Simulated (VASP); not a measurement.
Input:

```xyz
4
Lattice="3.5203 0.0000 0.0000 0.0000 3.5203 0.0000 0.0000 0.0000 3.5203" Properties=species:S:1:pos:R:3 pbc="T T T"
Al     0.0000     0.0000     0.0000
Ni     0.0000     1.7602     1.7602
Ni     1.7602     0.0000     1.7602
Ni     1.7602     1.7602     0.0000
```
Starting moments (μB, in the order of the record's atoms Al Ni Ni Ni): 0.0 0.5 0.5 0.5.

All values below come from PBEsol GGA, VASP's PBE PAW potentials (set 64) (plane waves; VASP). Numerical set-up: 480 eV cut-off, 8×8×8 Γ-centred mesh, first-order Methfessel-Paxton smearing of 0.10 eV, potentials Al Ni.

Task: What does the run give for the cell moment, energy per atom (σ→0), band gap (on the k-mesh) with the smallest direct gap where there is one?

Result: 
| Item | Result |
|---|---|
| band gap (on the k-mesh) | none (metal, semimetal or under 0.01 eV) |
| cell moment | 0.70 μB |
| energy per atom (σ→0) | -6.072 eV/atom |

Task: Give the moment on each site (PAW-sphere projection).

Result: 
| site | moment (μB) |
|---|---|
| Al1 | -0.01 |
| Ni2 | 0.25 |
| Ni3 | 0.25 |
| Ni4 | 0.25 |

Only differences to runs with the same potentials and settings are physical.

The compound is Ni3Al in the L1_2 structure. It was relaxed first. The start is the result of an earlier pass.
